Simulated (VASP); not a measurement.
Computed with PBEsol GGA, VASP's PBE PAW potentials (set 64) (plane waves; VASP).

The input files of a VASP run:

**POSCAR**
```
Nb3VN4
1
    4.3275000000     0.0000000000     0.0000000000
    0.0000000000     4.3275000000     0.0000000000
    0.0000000000     0.0000000000     4.3275000000
V N Nb
1 4 3
Direct
  0.0000000000   0.0000000000   0.0000000000
  0.5000000000   0.5000000000   0.5000000000
  0.0000000000   0.0000000000   0.5000000000
  0.0000000000   0.5000000000   0.0000000000
  0.5000000000   0.0000000000   0.0000000000
  0.5000000000   0.5000000000   0.0000000000
  0.5000000000   0.0000000000   0.5000000000
  0.0000000000   0.5000000000   0.5000000000
```

### INCAR
```
LMAXMIX=4   ! l cut-off of mixed one-centre charges
IBRION=2   ! conjugate gradients
NSW=60   ! most ionic steps
EDIFF=1E-6
SYSTEM=Nb3VN4
ISMEAR=1   ! Methfessel-Paxton
EDIFFG=-0.01   ! ionic stop
ISIF=3
LREAL=F
ALGO=Normal   ! blocked Davidson
ENCUT=520
NELM=100
PREC=Accurate
SIGMA=0.1
LCHARG=F
LASPH=T   ! aspherical one-centre terms
GGA=PS
LWAVE=F
```

**KPOINTS**
```
Automatic mesh
0
Gamma
8 8 8
0 0 0
```

POTCAR, in this order: V_sv N Nb_sv (PBE.64 set). Program: vasp_std.

The resulting files:

File OUTCAR:
```
 ion  position               nearest neighbor table
   1  0.000  0.000  0.000-   3 2.16   4 2.16   5 2.16   3 2.16   4 2.16   5 2.16
   2  0.500  0.500  0.500-   6 2.16   7 2.16   8 2.16   6 2.16   7 2.16   8 2.16
   3  0.000  0.000  0.500-   1 2.16   7 2.16   8 2.16   1 2.16   8 2.16   7 2.16
   4  0.000  0.500  0.000-   1 2.16   6 2.16   8 2.16   8 2.16   1 2.16   6 2.16
   5  0.500  0.000  0.000-   1 2.16   6 2.16   7 2.16   7 2.16   6 2.16   1 2.16
   6  0.500  0.500  0.000-   2 2.16   4 2.16   5 2.16   2 2.16   5 2.16   4 2.16
   7  0.500  0.000  0.500-   2 2.16   3 2.16   5 2.16   5 2.16   2 2.16   3 2.16
   8  0.000  0.500  0.500-   2 2.16   3 2.16   4 2.16   4 2.16   3 2.16   2 2.16
  LATTYP: Found a simple cubic cell.
 ALAT       =     4.3275000000
 Subroutine PRICEL returns:
 Original cell was already a primitive cell.
 Subroutine GETGRP returns: Found 48 space group operations
The static configuration has the point symmetry O_h .
The dynamic configuration has the point symmetry O_h .
 Subroutine INISYM returns: Found 48 space group operations
 Subroutine IBZKPT returns following result:
 Found     35 irreducible k-points:

 Following reciprocal coordinates:
            Coordinates               Weight
  0.000000  0.000000  0.000000      1.000000
  0.125000  0.000000  0.000000      6.000000
  0.250000  0.000000  0.000000      6.000000
...
```

**OSZICAR**
```
       N       E                     dE             d eps       ncg     rms          rms(c)
DAV:   1     0.954214217967E+03    0.95421E+03   -0.39185E+04  3018   0.183E+03
DAV:   2     0.464034399528E+01   -0.94957E+03   -0.92540E+03  3406   0.693E+02
DAV:   3    -0.939353666687E+02   -0.98576E+02   -0.96494E+02  4798   0.178E+02
DAV:   4    -0.101035999592E+03   -0.71006E+01   -0.70048E+01  4852   0.432E+01
DAV:   5    -0.101412242081E+03   -0.37624E+00   -0.37378E+00  4966   0.923E+00    0.344E+01
DAV:   6    -0.100342608487E+03    0.10696E+01   -0.22308E+02  3948   0.632E+01    0.419E+01
DAV:   7    -0.879990646361E+02    0.12344E+02   -0.19524E+02  4131   0.792E+01    0.164E+01
DAV:   8    -0.868004594312E+02    0.11986E+01   -0.26216E+01  4217   0.213E+01    0.103E+01
DAV:   9    -0.861278392479E+02    0.67262E+00   -0.70262E+00  3943   0.106E+01    0.424E+00
DAV:  10    -0.860303677721E+02    0.97471E-01   -0.93009E-01  4942   0.470E+00    0.168E+00
DAV:  11    -0.860310710853E+02   -0.70331E-03   -0.12036E-01  3958   0.191E+00    0.783E-01
DAV:  12    -0.860368034207E+02   -0.57323E-02   -0.11750E-01  4109   0.142E+00    0.102E+00
DAV:  13    -0.860297214083E+02    0.70820E-02   -0.80871E-02  3993   0.112E+00    0.354E-01
DAV:  14    -0.860287871172E+02    0.93429E-03   -0.79139E-03  3912   0.476E-01    0.931E-02
DAV:  15    -0.860287973390E+02   -0.10222E-04   -0.66389E-04  4289   0.143E-01    0.235E-02
DAV:  16    -0.860288036019E+02   -0.62629E-05   -0.51118E-05  4546   0.373E-02    0.198E-02
DAV:  17    -0.860288032088E+02    0.39306E-06   -0.67034E-06  3156   0.173E-02
   1 F= -.86028803E+02 E0= -.86026522E+02  d E =-.860288E+02
       N       E                     dE             d eps       ncg     rms          rms(c)
DAV:   1    -0.862207455772E+02   -0.19194E+00   -0.60593E+00  3320   0.222E+01    0.486E+00
DAV:   2    -0.870026885907E+02   -0.78194E+00   -0.84286E+00  4072   0.123E+01    0.110E+01
DAV:   3    -0.860469452461E+02    0.95574E+00   -0.77926E+00  3970   0.101E+01    0.172E+00
DAV:   4    -0.860157218128E+02    0.31223E-01   -0.25463E-01  4198   0.306E+00    0.583E-01
DAV:   5    -0.860174606814E+02   -0.17389E-02   -0.21823E-02  4653   0.673E-01    0.348E-01
DAV:   6    -0.860184220322E+02   -0.96135E-03   -0.20503E-03  5122   0.199E-01    0.182E-01
DAV:   7    -0.860190563152E+02   -0.63428E-03   -0.16616E-03  5331   0.203E-01    0.983E-02
DAV:   8    -0.860192077562E+02   -0.15144E-03   -0.33422E-04  5193   0.920E-02    0.397E-02
DAV:   9    -0.860192176584E+02   -0.99022E-05   -0.37688E-05  4345   0.342E-02    0.124E-02
DAV:  10    -0.860192198020E+02   -0.21437E-05   -0.56655E-06  3035   0.133E-02    0.314E-03
DAV:  11    -0.860192194872E+02    0.31479E-06   -0.73695E-07  2331   0.824E-03
   2 F= -.86019219E+02 E0= -.86016892E+02  d E =0.958372E-02
       N       E                     dE             d eps       ncg     rms          rms(c)
DAV:   1    -0.861234303214E+02   -0.10421E+00   -0.27777E+00  3276   0.151E+01    0.325E+00
DAV:   2    -0.864877904802E+02   -0.36436E+00   -0.45138E+00  4048   0.887E+00    0.660E+00
DAV:   3    -0.860409299078E+02    0.44686E+00   -0.20806E+00  3883   0.562E+00    0.101E+00
DAV:   4    -0.860303801770E+02    0.10550E-01   -0.10368E-01  4244   0.218E+00    0.489E-01
DAV:   5    -0.860309873783E+02   -0.60720E-03   -0.10497E-02  4414   0.592E-01    0.190E-01
DAV:   6    -0.860313872587E+02   -0.39988E-03   -0.10279E-03  5291   0.153E-01    0.103E-01
DAV:   7    -0.860316291157E+02   -0.24186E-03   -0.83590E-04  5286   0.154E-01    0.785E-02
DAV:   8    -0.860316418000E+02   -0.12684E-04   -0.79376E-05  4411   0.511E-02    0.427E-02
DAV:   9    -0.860316435312E+02   -0.17312E-05   -0.31461E-05  4636   0.348E-02    0.548E-03
DAV:  10    -0.860316427064E+02    0.82484E-06   -0.16881E-06  2456   0.103E-02
   3 F= -.86031643E+02 E0= -.86029348E+02  d E =-.283950E-02
```

OUTCAR:
```
------------------------ aborting loop because EDIFF is reached ----------------------------------------
  FORCE on cell =-STRESS in cart. coord.  units (eV):
  Direction    XX          YY          ZZ          XY          YZ          ZX
  --------------------------------------------------------------------------------------
  Total        0.0026717      0.0026717      0.0026717     -0.0000000     -0.0000000      0.0000000
  in kB        0.0531272      0.0531272      0.0531272     -0.0000000     -0.0000000      0.0000000
  external PRESSURE =       0.0531272 kB  Pullay stress =       0.0000000 kB
  volume of cell :       80.57
      direct lattice vectors                 reciprocal lattice vectors
     4.319125045 -0.000000000 -0.000000000     0.231528374 -0.000000000 -0.000000000
     0.000000000  4.319125045  0.000000000     0.000000000  0.231528374 -0.000000000
     0.000000000  0.000000000  4.319125045     0.000000000 -0.000000000  0.231528374
 POSITION                                       TOTAL-FORCE (eV/Angst)
 -----------------------------------------------------------------------------------
      0.00000      0.00000      0.00000         0.000000      0.000000      0.000000
      2.15956      2.15956      2.15956        -0.000000      0.000000      0.000000
      0.00000      0.00000      2.15956         0.000000      0.000000      0.000000
      0.00000      2.15956      0.00000         0.000000      0.000000      0.000000
      2.15956     -0.00000     -0.00000         0.000000      0.000000      0.000000
      2.15956      2.15956     -0.00000         0.000000      0.000000      0.000000
      2.15956      0.00000      2.15956         0.000000     -0.000000      0.000000
      0.00000      2.15956      2.15956        -0.000000      0.000000      0.000000
 -----------------------------------------------------------------------------------
    total drift:                                0.000000     -0.000000     -0.000000
  FREE ENERGIE OF THE ION-ELECTRON SYSTEM (eV)
  ---------------------------------------------------
  free  energy   TOTEN  =       -86.0316427064 eV

  energy  without entropy=      -86.0247576699  energy(sigma->0) =      -86.02934769

 reached required accuracy - stopping structural energy minimisation
```
(Selected blocks of OUTCAR.)

CONTCAR:
```
Nb3VN4
   1.00000000000000
     4.3191250447989047   -0.0000000000000000   -0.0000000000000000
     0.0000000000000000    4.3191250447989047    0.0000000000000000
     0.0000000000000000    0.0000000000000000    4.3191250447989047
  V               N               Nb
     1     4     3
Direct
     0.0000000000000000    0.0000000000000000    0.0000000000000000
     0.5000000000000000    0.5000000000000000    0.5000000000000000
     0.0000000000000000    0.0000000000000000    0.5000000000000000
     0.0000000000000000    0.5000000000000000    0.0000000000000000
     0.5000000000000000    0.0000000000000000    0.0000000000000000
     0.5000000000000000    0.5000000000000000    0.0000000000000000
     0.5000000000000000    0.0000000000000000    0.5000000000000000
     0.0000000000000000    0.5000000000000000    0.5000000000000000
```

File OUTCAR:
```
 val. band max:       13.5557968894   @ k =   0.5000   0.2500   0.2500

 cond. band min:      13.5661337247   @ k =   0.3750   0.1250   0.1250


 Fermi energy:        13.5587297272

 k-point     1 :       0.0000    0.0000    0.0000
  band No.  band energies     occupation
      1     -51.3382      2.00000
      2     -42.7350      2.00000
      3     -42.5654      2.00000
      4     -42.5654      2.00000
      5     -25.3479      2.00000
      6     -25.3479      2.00000
      7     -25.3479      2.00000
      8     -19.2518      2.00000
      9     -19.2518      2.00000
     10     -19.2518      2.00000
     11     -18.7913      2.00000
     12     -18.7913      2.00000
     13     -18.7913      2.00000
     14     -18.5148      2.00000
     15     -18.5148      2.00000
     16     -18.5148      2.00000
     17      -4.1804      2.00000
     18      -3.6129      2.00000
     19      -3.0520      2.00000
     20      -3.0520      2.00000
     21       7.5611      2.00000
     22       7.5611      2.00000
     23       7.5611      2.00000
     24       8.6511      2.00000
     25       8.6511      2.00000
     26       8.6511      2.00000
     27       9.3648      2.00000
     28       9.3648      2.00000
     29       9.3648      2.00000
     30       9.8469      2.00000
     31       9.8469      2.00000
     32       9.8469      2.00000
     33      10.4343      2.00000
     34      10.4343      2.00000
     35      10.4343      2.00000
     36      11.7086      2.00000
     37      11.7086      2.00000
     38      11.7086      2.00000
     39      13.2778      2.00052
     40      13.2778      2.00052
     41      14.6280     -0.00000
     42      14.6280     -0.00000
     43      15.3297     -0.00000

 k-point     2 :       0.1250    0.0000    0.0000
  band No.  band energies     occupation
      1     -51.3381      2.00000
      2     -42.7293      2.00000
      3     -42.5711      2.00000
      4     -42.5653      2.00000
      5     -25.3483      2.00000
...
```

The structure was generated: Nb3VN4 was put into an ordered model structure (Pm-3m), which need not be its known phase. This run relaxes it. Symmetry was kept, so distortions that lower it aren't found. The run is not spin-polarised, so no magnetic state was tried.
